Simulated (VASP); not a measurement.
An input for Ansatz (written as the equivalent of a VASP run, and not itself run):

Ansatz 0.2 input:
```yaml
crystal:
  lattice:
    - [4.1102169, 0.0000000, 0.0000000]
    - [-2.0551085, 3.5595517, 0.0000000]
    - [0.0000000, 0.0000000, 7.8014985]
  atoms:
    - { symbol: Pb, position: [0.0000000, 1.0000000, 0.0000000] }
    - { symbol: Pb, position: [0.0000000, 1.0000000, 0.5000000] }
    - { symbol: Te, position: [0.3333330, 0.6666670, 0.2500000] }
    - { symbol: Te, position: [0.6666670, 0.3333330, 0.7500000] }
kpoints:
  mp_grid: { grid: [9, 9, 4] }
hamiltonian:
  xc: pbesol
  pseudopotentials: { kind: paw }
scf:
  occupations: { method: methfessel_paxton, width: 0.1 }
  max_iter: 100
relax:
  max_steps: 40
  f_tol: 0.02
  cell: { p_target: 10 }
output: { forces: true, stress: true, eigenvalues: true }
```

### Question
Write the VASP files for the same calculation (PBEsol).

### Answer
Several could match; the one computed here: 
INCAR:
```
SYSTEM = PbTe
PREC = Accurate
ENCUT = 500
EDIFF = 1E-6
NELM = 100
ALGO = Normal
LREAL = .FALSE.
LASPH = .TRUE.
ISMEAR = 1
SIGMA = 0.1
GGA = PS
LMAXMIX = 4
LWAVE = .FALSE.
LCHARG = .FALSE.
IBRION = 2
ISIF = 3
NSW = 40
EDIFFG = -0.02
PSTRESS = 100
```

KPOINTS:
```
Automatic mesh
0
Gamma
9 9 4
0 0 0
```

POSCAR:
```
PbTe
1.0
  4.1102169304   0.0000000000   0.0000000000
 -2.0551084653   3.5595517000   0.0000000000
  0.0000000000   0.0000000000   7.8014985000
Pb Te
2 2
Direct
  0.0000000000   1.0000000000   0.0000000000
  0.0000000000   1.0000000000   0.5000000000
  0.3333330000   0.6666670000   0.2500000000
  0.6666670000   0.3333330000   0.7500000000
```

POTCAR, in this order: Pb_d Te (PBE.64 set). Program: vasp_std.

What does not carry over: each code has its own PAW files, so the cut-off isn't converted (ENCUT is set for VASP's; basis.ecutwfc is left out, and Ansatz then takes the one that its files recommend); Ansatz stops its SCF on the density residual and VASP on the energy change (EDIFF).

The structure was generated: PbTe was put into the NiAs type type (P6_3/mmc), which need not be its known phase. This run relaxes it under an external pressure of 10 GPa. Symmetry was kept, so distortions that lower it aren't found.
